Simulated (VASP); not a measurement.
The input files of a VASP run:

File POSCAR:
```
MnS
1
    5.0915880000     2.5457940000     2.5457940000
    2.5457940000     5.0915880000     2.5457940000
    2.5457940000     2.5457940000     5.0915880000
Mn S
2 2
Direct
  0.0000000000   0.0000000000   0.0000000000
  0.5000000000   0.5000000000   0.5000000000
  0.2500000000   0.2500000000   0.2500000000
  0.7500000000   0.7500000000   0.7500000000
```

INCAR:
```
! general
SYSTEM    =  MnS
PREC      =  Accurate
ENCUT     =  300
LREAL     =  .FALSE.   ! projection in real space or not
LASPH     =  .TRUE.   ! aspherical one-centre terms

! electronic loop
EDIFF     =  1E-6   ! SCF stop (eV)
NELM      =  100   ! most electronic steps
ALGO      =  Normal   ! blocked Davidson
LMAXMIX   =  4   ! l cut-off of mixed one-centre charges

! smearing
ISMEAR    =  -1
SIGMA     =  0.02

! functional
GGA       =  PE   ! PBE

! spin
ISPIN     =  2
MAGMOM    =  5.0 -5.0 2*0.0

! DFT+U
LDAU      =  .TRUE.
LDAUTYPE  =  2   ! Dudarev
LDAUL     =  2 -1
LDAUU     =  8.0 0
LDAUJ     =  0 0

! ions
ISIF      =  2

! output
LWAVE     =  .FALSE.
LCHARG    =  .FALSE.
LORBIT    =  11   ! lm-projected
```

File KPOINTS:
```
Automatic
0
G
 6 6 6
0 0 0
```

POTCAR, in this order: Mn_pv S (PBE.64 set). Program: vasp_std.

**Question.** Translate this PBE+U calculation to Ansatz.

**Answer.** One equivalent input (not run):
Ansatz 0.2 input:
```yaml
crystal:
  lattice:
    - [5.0915880, 2.5457940, 2.5457940]
    - [2.5457940, 5.0915880, 2.5457940]
    - [2.5457940, 2.5457940, 5.0915880]
  atoms:
    - { symbol: Mn, position: [0.0000000, 0.0000000, 0.0000000], spin: 5 }
    - { symbol: Mn, position: [0.5000000, 0.5000000, 0.5000000], spin: -5 }
    - { symbol: S, position: [0.2500000, 0.2500000, 0.2500000] }
    - { symbol: S, position: [0.7500000, 0.7500000, 0.7500000] }
kpoints:
  mp_grid: { grid: [6, 6, 6] }
hamiltonian:
  xc: pbe
  pseudopotentials: { kind: paw }
  hubbard:
    sites:
      - { species: Mn, l: d, u_eff: 8 }
magnetization: { spin_polarized: true }
scf:
  occupations: { method: fermi_dirac, width: 0.02 }
  max_iter: 100
output: { forces: true, stress: true, eigenvalues: true }
```
Limits of the translation: each code has its own PAW files, so the cut-off isn't converted (ENCUT is set for VASP's; basis.ecutwfc is left out, and Ansatz then takes the one that its files recommend); Ansatz stops its SCF on the density residual and VASP on the energy change (EDIFF); the +U projectors differ, so the same U acts differently.

The structure is a typed MnS crystal. The cell was not relaxed at this level. The run is one of a series of settings (LDAU = .TRUE., LDAUJ = 0 0, LDAUL = 2 -1, LDAUTYPE = 2, LDAUU = 8.0 0 against the base run), some of them coarse on purpose.
